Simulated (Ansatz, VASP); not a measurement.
**One calculation of CaH2PdO6, two programs**

```
H Ca Pd O
1.0
     0.00000    3.49844    3.49844
     3.49844    0.00000    3.49844
     3.49844    3.49844    0.00000
H Ca Pd O
2 1 1 6
Direct
  0.25000 0.25000 0.25000
  0.75000 0.75000 0.75000
  0.50000 0.50000 0.50000
  0.00000 0.00000 0.00000
  0.76700 0.23300 0.23300
  0.23300 0.76700 0.23300
  0.23300 0.76700 0.76700
  0.76700 0.23300 0.76700
  0.23300 0.23300 0.76700
  0.76700 0.76700 0.23300
```

The cell was built by a generator and needn't be a form met in nature.

Alike in both runs: task single point; functional PBE; k mesh 5 × 5 × 5; occupations tetrahedron; no spin polarisation.

```csv
,VASP,Ansatz
version,VASP 6.6.1,Ansatz 0.2.0
potentials or method,"VASP PAW PBE potentials, release 64 (H, Ca_sv, Pd, O)",PAW plane waves
plane-wave cutoff (eV),520,420
valence electrons in the cell,58,66
```

|  | VASP | Ansatz | Ansatz less VASP |
| --- | --- | --- | --- |
| gap on the k mesh at the Fermi level (eV) | none | none | - |
| rms of the force components (eV/Å) | 2.454 | 2.883 | +0.4292 |

Atom by atom the forces differ by 0.429 eV/Å (rms over components). A gap of «none» marks a metal or a gap that the smearing closes. The two sets of potentials don't hold the same shells in valence. Ansatz warned: «band_table_not_solved_further».

Caveats: forces of over 1 eV/Å show positions far from the minimum, so gaps and moduli don't describe the material at rest; tetrahedron occupations give inexact forces and stress in metals.
